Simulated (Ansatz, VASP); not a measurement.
# Cross-check of SrCl2 between VASP and Ansatz

One calculation is typed for both programs; each brings its own data sets and cutoff. How far apart do they land? The cell is taken from a series of VASP runs on this material, whose earlier steps may have relaxed, scaled or displaced it; both programs get it as it stands.

Main program and level: Ansatz 0.2.0; plane waves, with VASP 6.6.1 beside it; single point at PBE with D3(BJ) and band structure at PBE with D3(BJ).

**1. Starting point**

The structure is cubic, space group Fm-3m (No. 225). Conventional cell: a = 6.962 Å, b = 6.962 Å, c = 6.962 Å, α = 90.00°, β = 90.00°, γ = 90.00°. Sr has 8 Cl at 3.01 Å nearest. Nearest to Cl lie 4 Sr at 3.01 Å. Farther neighbours and most contacts between anions are not listed.

**2. VASP: single point, PBE with D3(BJ)**

With cell and atoms fixed, the geometry can't cause a difference; cores, projectors, grids and the points listed under the comparison can.

Lines of VASP's logs that name or quote its potential files are left out, and so is its time.

INCAR

```
SYSTEM = SrCl2
PREC = Accurate
ENCUT = 400
EDIFF = 1E-06
NELM = 100
ISMEAR = 0
SIGMA = 0.05
LREAL = .FALSE.
ALGO = Normal
GGA = PE
IVDW = 12
LORBIT = 11
LWAVE = .FALSE.
LCHARG = .TRUE.
ISIF = 2
LELF = .TRUE.
LVHAR = .TRUE.
```

POSCAR

```
SrCl2
1.0
    0.0000000000      3.4811735938      3.4811735938
    3.4811735938      0.0000000000      3.4811735938
    3.4811735938      3.4811735938      0.0000000000
Sr Cl
1 2
Direct
    0.0000000000      0.0000000000      0.0000000000
    0.7500000000      0.7500000000      0.7500000000
    0.2500000000      0.2500000000      0.2500000000
```

KPOINTS

```
Automatic mesh
0
Gamma
6 6 6
0 0 0
```

The projector-augmented-wave data sets are Sr_sv and Cl (PBE family, release 64).

Started as:

```console
$ mpirun -np 1 vasp_std
```

Numbers of over 12 decimals in the logs are rounded to 6 here.

Output:

```text
[banner, memory and clock lines left out]
running    1 mpi-ranks, on    1 nodes
 distrk:  each k-point on    1 cores,    1 groups
 distr:  one band on    1 cores,    1 groups

 POSCAR found type information on POSCAR SrCl
 POSCAR found :  2 types and       3 ions
 LDA part: xc-table for (Slater+PW92), standard interpolation
 POSCAR, INCAR and KPOINTS ok, starting setup
 FFT: planning ... GRIDC
 FFT: planning ... GRID_SOFT
 FFT: planning ... GRID
 WAVECAR not read
 entering main loop
       N       E                     dE             d eps       ncg     rms          rms(c)
DAV:   1     0.132293103694E+03    0.13229E+03   -0.10161E+04   512   0.110E+03
DAV:   2    -0.521201848469E+01   -0.13751E+03   -0.13448E+03   672   0.228E+02
DAV:   3    -0.128330712018E+02   -0.76211E+01   -0.76140E+01   728   0.586E+01
DAV:   4    -0.130506499532E+02   -0.21758E+00   -0.21753E+00   872   0.731E+00
DAV:   5    -0.130520280324E+02   -0.13781E-02   -0.13780E-02   736   0.641E-01    0.132E+01
DAV:   6    -0.127586525648E+02    0.29338E+00   -0.77198E-01   672   0.506E+00    0.856E+00
DAV:   7    -0.127687004404E+02   -0.10048E-01   -0.45247E-01   784   0.417E+00    0.201E+00
DAV:   8    -0.127728102960E+02   -0.41099E-02   -0.63971E-02   632   0.148E+00    0.313E-01
DAV:   9    -0.127743437321E+02   -0.15334E-02   -0.25801E-03   752   0.316E-01    0.117E-01
DAV:  10    -0.127756070083E+02   -0.12633E-02   -0.10874E-03   568   0.214E-01    0.318E-02
DAV:  11    -0.127756934158E+02   -0.86408E-04   -0.11035E-04   800   0.600E-02    0.395E-02
DAV:  12    -0.127757020675E+02   -0.86517E-05   -0.12686E-05   656   0.202E-02    0.143E-02
DAV:  13    -0.127757054212E+02   -0.33537E-05   -0.98054E-06   640   0.169E-02    0.364E-03
DAV:  14    -0.127757053159E+02    0.10530E-06   -0.36142E-07   536   0.417E-03
   1 F= -.13444285E+02 E0= -.13444285E+02  d E =-.795760E-14
```

OUTCAR, selected parts (step 2):

```text
ion  position               nearest neighbor table
   1  0.000  0.000  0.000-   2 3.01   3 3.01   2 3.01   2 3.01   2 3.01   3 3.01   3 3.01   3 3.01

  LATTYP: Found a face centered cubic cell.
 ALAT       =     6.9623471876

 Subroutine GETGRP returns: Found 48 space group operations
 (whereof 48 operations were pure point group operations)

The static configuration has the point symmetry O_h .

 Found     16 irreducible k-points:

   k-points           NKPTS =     16   k-points in BZ     NKDIM =     16   number of bands    NBANDS=     16

   dimension x,y,z NGX =    32 NGY =   32 NGZ =   32
   dimension x,y,z NGXF=    64 NGYF=   64 NGZF=   64

   ENCUT  =  400.0 eV  29.40 Ry    5.42 a.u.   8.03  8.03  8.03*2*pi/ulx,y,z

   NELECT =      24.0000    total number of electrons

 k-points in reciprocal lattice and weights: Automatic mesh
   0.00000000  0.00000000  0.00000000       0.005
   0.16666667  0.00000000  0.00000000       0.037
   0.33333333  0.00000000  0.00000000       0.037
   0.50000000  0.00000000  0.00000000       0.019
   0.16666667  0.16666667  0.00000000       0.028
   0.33333333  0.16666667  0.00000000       0.111
   0.50000000  0.16666667  0.00000000       0.111
  -0.33333333  0.16666667  0.00000000       0.111
  -0.16666667  0.16666667  0.00000000       0.056
[...]
-0.33333333  0.33333333  0.16666667       0.111
  -0.33333333  0.50000000  0.16666667       0.056

 average (electrostatic) potential at core
       1 -38.6858       2 -93.0931       3 -93.0931

 E-fermi :   0.4427

 k-point     1 :       0.0000    0.0000    0.0000
  band No.  band energies     occupation
    ...
      8      -1.9531      2.00000
      9      -1.9531      2.00000
     10      -0.1450      2.00000
     11      -0.1450      2.00000
     12      -0.1450      2.00000
     13       5.5533      0.00000
     14       6.2880      0.00000
     15       6.2880      0.00000
     16       9.2391      0.00000

 k-point     2 :       0.1667    0.0000    0.0000
  band No.  band energies     occupation
    ...
      8      -1.8508      2.00000
      9      -1.7648      2.00000
     10      -0.4582      2.00000
     11      -0.2958      2.00000
     12      -0.2958      2.00000
     13       6.1468      0.00000
     14       6.4984      0.00000
     15       6.4984      0.00000
     16       8.2293      0.00000

 k-point     3 :       0.3333    0.0000    0.0000
  band No.  band energies     occupation
    ...
      8      -1.5928      2.00000
      9      -1.4067      2.00000
     10      -0.9820      2.00000
     11      -0.6288      2.00000
     12      -0.6288      2.00000
     13       6.8213      0.00000
     14       6.8213      0.00000
     15       7.0432      0.00000
     16       8.2337      0.00000

 Edisp (eV)   -0.66858

  Total      -0.00912    -0.00912    -0.00912    -0.00000     0.00000     0.00000
  in kB      -0.17312    -0.17312    -0.17312    -0.00000     0.00000     0.00000
  external pressure =       -0.17 kB  Pullay stress =        0.00 kB

  energy-cutoff  :      400.00
  volume of cell :       84.37
      direct lattice vectors                 reciprocal lattice vectors
     0.000000000  3.481173594  3.481173594    -0.143629723  0.143629723  0.143629723
     3.481173594  0.000000000  3.481173594     0.143629723 -0.143629723  0.143629723
     3.481173594  3.481173594  0.000000000     0.143629723  0.143629723 -0.143629723

 POSITION                                       TOTAL-FORCE (eV/Angst)
 -----------------------------------------------------------------------------------
      0.00000      0.00000      0.00000         0.000000     -0.000000      0.000000
      5.22176      5.22176      5.22176        -0.000000     -0.000000     -0.000000
      1.74059      1.74059      1.74059         0.000000      0.000000      0.000000
 -----------------------------------------------------------------------------------
    total drift:                                0.000000     -0.000000      0.000000

  FREE ENERGIE OF THE ION-ELECTRON SYSTEM (eV)
  ---------------------------------------------------
  free  energy   TOTEN  =       -13.4442850828 eV

  energy  without entropy=      -13.4442850828  energy(sigma->0) =      -13.44428508

 total charge
# of ion       s       p       d       tot
------------------------------------------
    1        1.997   5.769   0.155   7.920
    2        1.592   3.584   0.000   5.176
    3        1.592   3.584   0.000   5.176
--------------------------------------------------
tot          5.182  12.937   0.155  18.273

[... 3 further parts left out ...]
```

The run ends at a pressure of -0.02 GPa.

**3. Ansatz: single point, PBE with D3(BJ)**

Ansatz runs on its default PAW (the set named soft_2) files.

The same cell, functional, mesh and smearing now go to Ansatz, which takes its cutoff from its data sets.

input.yaml

```yaml
crystal:
  lattice:
    - [0.0, 3.4811735938, 3.4811735938]
    - [3.4811735938, 0.0, 3.4811735938]
    - [3.4811735938, 3.4811735938, 0.0]
  atoms:
    - { symbol: Sr, position: [0.0, 0.0, 0.0] }
    - { symbol: Cl, position: [0.75, 0.75, 0.75] }
    - { symbol: Cl, position: [0.25, 0.25, 0.25] }
hamiltonian:
  xc: pbe
  pseudopotentials: { kind: paw }
  dispersion: d3bj
kpoints:
  mp_grid: { grid: [6, 6, 6] }
scf:
  occupations: { method: gaussian, width: 0.05 }
  n_extra_bands: 4
output:
  forces: true
  stress: true
  eigenvalues: true
  write_density: true
  write_potential: true
  elf: true
  volumetric_format: npy
```

Started as:

```console
$ ansatz run input.yaml --threads 2 --pin off --max-ram 4608MiB --backend cpu --events-out ev --progress --plain --runs-dir out
```

Output:

```text
scf.n_extra_bands = 4 over 12 filled bands (N_el = 24.0): the run solves 16 bands
Engine: ansatz 0.2.0, x86_64-unknown-linux-gnu
Pseudopotentials: kind: paw
Pseudopotential: Sr, paw, valence charge 10, recommended cutoff 420 eV (normal), Sr.paw.azcp
Pseudopotential: Cl, paw, valence charge 7, recommended cutoff 420 eV (normal), Cl.paw.azcp
Functional definition: PBE
  parameter kappa = 0.804
  parameter beta = 0.066725
  exchange = pbe_x(kappa = kappa, mu = beta*pi^2/3)
  correlation = pbe_c(beta = beta)
Crystal: 3 atoms, lattice volume = 84.374 Å³
Basis set: ecut = 420 eV, 1639 PW (Γ), exchange–correlation on 72×72×72 points (8 copies of the dense FFT grid, shifted against one another)
Bands: 16, of which v1, the nominal top of the filled ones, is band 12 counted from 1 (11 counted from 0)
Symmetry: 48 space group operations
Space group: Fm-3m (ITA 225), of the structure as read, at distance tolerance 4.4e-5 Å
k-points: 16 of 216
Non-local potential: Sr, projectors of the file, l = 0: 3, l = 1: 2, l = 2: 2
Non-local potential: Cl, projectors of the file, l = 0: 2, l = 1: 2, l = 2: 2
PAW form: soft (Blöchl's): semilocal exchange-correlation on the pseudo side does not see the compensation charge
PAW one-centre angular grid: Sr, 110 points (default); XC on 64 Gauss nodes
PAW one-centre angular grid: Cl, 110 points (default); XC on 64 Gauss nodes
Initial density: superposition of atomic densities (neutral atoms: chi_scale 0, normalization atom), corrected by the library's trained network
Initial wavefunctions: pseudopotential atomic-orbital guess
Functional: x = pbe(κ = 0.804, μ = 0.219515), c = pbe(β = 0.066725)
SCF iter   1: F=—  HF=-5711.388924 eV  |F-HF|=—  |Δ(HF+E_count)|=         —  Δρ=3.55e-4  dr2=5.72e-5  ethr=1.77e-3  ⟨swp⟩=9.2  Hψ=1867  notcnv=0
preconditioner: auto → none  [insulator: Δε(μ)=5.367 eV  Ē_g=14.097 eV  σ=0.050 eV  W_gap=1.00  n_scr=14 (ndim 8)  ℏωp=19.0 eV  f_vac=0.092  D(μ)=0.00/eV (n_scr^D=0)  ε∞_Penn≈2.8]
SCF iter   2: F=—  HF=-5711.389941 eV  |F-HF|=—  |Δ(HF+E_count)|=   1.02e-3  Δρ=1.88e-4  dr2=1.38e-5  ethr=2.38e-7  ⟨swp⟩=3.5  Hψ=779  notcnv=0
SCF iter   3: F=—  HF=-5711.389976 eV  |F-HF|=—  |Δ(HF+E_count)|=   3.45e-5  Δρ=9.58e-5  dr2=2.65e-6  ethr=5.73e-8  ⟨swp⟩=2.1  Hψ=368  notcnv=0
SCF iter   4: F=—  HF=-5711.390006 eV  |F-HF|=—  |Δ(HF+E_count)|=   3.09e-5  Δρ=1.48e-5  dr2=1.33e-7  ethr=1.10e-8  ⟨swp⟩=2.0  Hψ=449  notcnv=0
iter 5 did not close the SCF: its close was put off for the readings that it lacked (scf_convergence_deferred on its scf_iter line)
SCF iter   5: F=-5711.390007 eV  HF=-5711.390007 eV  |F-HF|=1.31e-8  |Δ(HF+E_count)|=   5.05e-7  Δρ=8.24e-6  dr2=4.27e-8  ethr=5.56e-10  ⟨swp⟩=2.7  Hψ=449  notcnv=0
SCF iter   6: F=-5711.390007 eV  HF=-5711.390007 eV  |F-HF|=1.04e-9  |Δ(HF+E_count)|=   2.59e-8  Δρ=3.00e-6  dr2=5.47e-9  ethr=1.78e-10  ⟨swp⟩=7.5  Hψ=1883  notcnv=0
SCF 1 converged in 6 iterations: F = -5711.390007 eV  dr2 = 5.47e-9
  greatest PAW one-centre occupation: 0.986 electrons in one spin orbital (limit 2), on the Sr atom at site 0 (counted from 0), in its partial waves of l = 0
SCF converged after 6 iterations
Free energy (F): -5711.390007 eV
Harris-Foulkes:  -5711.390007 eV  (|F-HF|=1.04e-9)
Internal energy: -5711.390007 eV  (E = F + TS)
E sigma→0 (E₀):  -5711.390007 eV
Fermi energy:    5.841654 eV
--- Per-component energies (eV) ---
  E_band       = -145.599582
  E_kinetic    = 568.852008
  E_local      = -1178.353456  (includes V_loc(G=0)·N_el)
  E_nonlocal   = 258.843410
  E_hartree    = 323.876072
  E_xc         = -389.166835
  E_vxc        = -408.145117  (∫ρ·V_xc dr)
  E_paw        = -4013.368814  (= ΣΔE_a)
  E_vpaw       = -34.550313  (= ΣTr[D̂ρ^β])
  E_aug_tail   = 0.000180  (compensation charges beyond the density's cutoff)
  E_ewald      = -1281.403803
  E_disp       = -0.668768  (pairwise vdW)
  E_smearing   = -0.000000  (= −TS)
  E_closure    = 0.000000  (closes the sum)
  Σ components = -5711.390007   (vs F -5711.390007, Δ=0.00e0)
--- Forces (eV/Å), atoms counted from 1 ---
  atom   1  Sr    -0.00000000     0.00000000     0.00000000
  atom   2  Cl    -0.00000000    -0.00000000     0.00000000
  atom   3  Cl     0.00000000     0.00000000    -0.00000000
  max |Σ_I F_I| component: 1.16e-18 eV/Å
--- Stress (GPa, compression-positive) ---
       -0.086651       0.000000       0.000000
        0.000000      -0.086651       0.000000
        0.000000      -0.000000      -0.086651
  P = ⅓ Tr σ = -0.0867 GPa (-0.867 kbar)
--- Band table (eV; the first three rows and the last of 16) ---
  k-point 0: bands = [... 8 lower, 1.0185, 2.8212, 2.8212, 2.8212, 8.5251, 9.2584, 9.2584, 12.1396]
  k-point 1: bands = [... 8 lower, 1.2059, 2.5091, 2.6713, 2.6713, 9.1184, 9.4697, 9.4697, 11.1718]
  k-point 2: bands = [... 8 lower, 1.5622, 1.9868, 2.3393, 2.3393, 9.7968, 9.7968, 10.0102, 11.1922]
  k-point 15: bands = [... 8 lower, 1.5928, 2.3252, 2.8169, 3.0869, 9.1280, 10.2885, 10.4390, 10.6075]
```

Wall time 1.3 s (2 threads of Intel Xeon Platinum 8488C (Sapphire Rapids), shared host); peak memory 0.39 GiB.

The column dr2 measures how far the density is from self-consistency, as an energy; F and HF (Harris–Foulkes) agree once it is small.

The run ends at a pressure of -0.09 GPa.

**4. Comparison**

Known differences besides the potentials themselves: the cutoff is 420 eV in Ansatz and 400 eV in VASP; VASP leaves aspherical gradient terms in its spheres out (LASPH is not set), Ansatz keeps them. Total energies have different zeros and are not compared.

The two programs side by side:

```tsv
quantity	Ansatz	VASP	difference
pressure (GPa)	-0.09	-0.02	-0.07
gap on the k mesh (eV)	5.367	5.359	+0.009
```

A gap on the mesh is an upper bound, since the band edges may lie between its points.

(Part 1 of 2 ends here.)

[Lines on the potential files, build, host, timing and source positions are cut from VASP's logs without a mark.]

[Logs are printed without paths, hosts, clocks, repeated set-up lines and the standing remarks that a program may print on its own settings, such as how far it seeks lower states.]

[Hosts, paths, dates, database ids (printed as entryN), source tags and the programs' standing remarks are cut or masked in the printed files.]
